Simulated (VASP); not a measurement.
An input for Quantum ESPRESSO's pw.x (written as the equivalent of a VASP run, and not itself run):

```
&CONTROL
  calculation = 'vc-relax'
  pseudo_dir = './pseudo'
  outdir = './out'
  tprnfor = .true.
  tstress = .true.
  nstep = 60
  forc_conv_thr = 0.00039
/
&SYSTEM
  ibrav = 0
  nat = 2
  ntyp = 1
  ecutwfc = 80
  occupations = 'smearing'
  smearing = 'methfessel-paxton'
  degauss = 0.00735
  input_dft = 'vdw-df2'
/
&ELECTRONS
  conv_thr = 7.3e-08
  electron_maxstep = 100
/
&IONS
/
&CELL
/
ATOMIC_SPECIES
  Sb 121.760 Sb.upf
CELL_PARAMETERS angstrom
     3.9573420   -2.1550000    0.0000000
     3.9573420    2.1550000    0.0000000
     2.7838200    0.0000000    3.5432930
ATOMIC_POSITIONS crystal
  Sb   0.2335000  0.2335000  0.2335000
  Sb   0.7665000  0.7665000  0.7665000
K_POINTS automatic
  9 9 9 0 0 0
```

Question: Translate this input to VASP (INCAR, KPOINTS, POSCAR, choice of POTCAR).

Answer: This is not unique; one that fits is 
**INCAR**
```
! general
SYSTEM   = Sb
PREC     = Accurate
ENCUT    = 520
LREAL    = F
LASPH    = T

! electronic loop
EDIFF    = 1E-6
NELM     = 100
ALGO     = Normal
LMAXMIX  = 4

! smearing
ISMEAR   = 1
SIGMA    = 0.1

! functional
GGA      = ML
LUSE_VDW = T
AGGAC    = 0.0
ZAB_VDW  = -1.8867

! ions
IBRION   = 2
NSW      = 60
ISIF     = 3
EDIFFG   = -0.01

! output
LWAVE    = F
LCHARG   = F
```

File KPOINTS:
```
Automatic mesh
0
Gamma
9 9 9
0 0 0
```

### POSCAR
```
Sb
1
    3.9573420000    -2.1550000000     0.0000000000
    3.9573420000     2.1550000000     0.0000000000
    2.7838200000     0.0000000000     3.5432930000
Sb
2
Direct
  0.2335000000   0.2335000000   0.2335000000
  0.7665000000   0.7665000000   0.7665000000
```

POTCAR, in this order: Sb (PBE.64 set). Program: vasp_std.

Limits of the translation: the potentials are each code's own (VASP's PAW set, PseudoDojo norm-conserving files in pw.x), so ENCUT and ecutwfc are chosen apart and not converted; conv_thr bounds pw.x's estimated SCF error, while EDIFF bounds the energy change between steps; forc_conv_thr acts on force components and is met together with etot_conv_thr.

The compound is Sb in the a7 structure. This run relaxes it. Symmetry was kept, so distortions that lower it aren't found.
